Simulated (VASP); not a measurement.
```yaml
crystal:
  lattice:
    - [4.06726, 0.00000, 0.00000]
    - [-2.03363, 3.52235, 0.00000]
    - [0.00000, 0.00000, 4.00561]
  atoms:
    - { symbol: Nd, position: [0.66667, 0.33333, 0.50000] }
    - { symbol: Ni, position: [0.33333, 0.66667, 0.00000] }
    - { symbol: As, position: [0.00000, 0.00000, 0.00000] }
```

The numbers are results of PBEsol GGA, VASP's PBE PAW potentials (set 64) (plane waves; VASP), not measurements. Settings: 400 eV cut-off, 10×10×9 Γ-centred mesh, tetrahedra with Blöchl corrections, potentials Nd_3 Ni As.

The 4f electrons are frozen in the core of the lanthanide potential, so 4f levels, which can set the real gap, and their magnetism are missing.

Q: Estimate the energy per atom (σ→0), band gap (on the k-mesh) with the smallest direct gap where there is one.

A: 
| Property | Value |
|---|---|
| band gap (on the k-mesh) | none (metal, semimetal or under 0.01 eV) |
| energy per atom (σ→0) | -6.527 eV/atom |

Total energies compare only between runs with the same potentials, cut-off and functional.

The structure comes from a computed database's NdNiAs entry (P-6m2); how it stands against other phases isn't given here. It was relaxed first. The run is not spin-polarised, so no magnetic state was tried.
